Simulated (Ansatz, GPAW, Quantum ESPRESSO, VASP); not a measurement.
# Code comparison for Ga₂HgTe₄ (I-4, 7 atoms in the cell)

Self-consistent single point, at a second geometry (lattice scaled by 0.98). First geometry:

```
CELL_PARAMETERS angstrom
     -3.10161     3.10161     5.95895
      3.10161    -3.10161     5.95895
      3.10161     3.10161    -5.95895
ATOMIC_POSITIONS crystal
  Ga 0.50000 0.50000 0.00000
  Ga 0.25000 0.75000 0.50000
  Hg 0.00000 0.00000 0.00000
  Te 0.60794 0.13692 0.02048
  Te 0.86308 0.88356 0.47102
  Te 0.11644 0.58746 0.97952
  Te 0.41254 0.39206 0.52898
```

Shared settings, as Ansatz (a quantum-chemistry and plane-wave program) writes them: kpoints.mp_grid.grid = 3 3 3; scf.occupations.method = fermi_dirac; scf.occupations.width = 0.01 eV. Potentials and cutoffs stand in the table.

| code | model | ΔF from the first geometry (meV/atom) | pressure (GPa) | largest force (eV/Å) | gap on the mesh (eV) | cutoff |
|---|---|---|---|---|---|---|
| VASP | PBEsol, VASP's PBE PAW potentials (set 64) | 5.7 | 1.86 | 0.408 | 0.821 | 300 eV |
| GPAW | PBEsol, GPAW PAW datasets PBEsol (made by gpaw-setup) | 4.8 | 1.91 | 0.410 | 0.883 | 600 eV |
| Ansatz | PBEsol, default PAW files made with PBE | 4.4 | 1.83 | 0.394 | 0.841 | default |
| Quantum ESPRESSO | PBEsol, GBRV 1.5 ultrasoft (PBESOL) pseudopotentials | 6.7 | 2.02 | 0.446 | 0.819 | 50 Ry |

Gaps are read on the mesh.

On Ansatz's run: spin-orbit coupling is off.

The spread over the programs that give each value: ΔF from the first geometry within 2.3 meV/atom; pressure within 0.19 GPa; largest force within 0.052 eV/Å; gap on the mesh within 0.064 eV.

Ansatz's pressure is given at a fixed set of plane waves, as the other plane-wave codes print theirs; with its correction for the finite basis it is 1.86 GPa.

VASP's run is marked for a possible Pulay error in its stress at this cutoff; no cutoff test was made.

The starting cell comes from a database of computed structures (which also holds hypothetical and non-ambient phases and stackings), without a prior relaxation at this level. For this run, on top of that: lattice scaled by 0.98.

Left out of this page: CP2K and SIESTA (not drawn, or without a comparable value).

Keys are those of Ansatz 0.2.
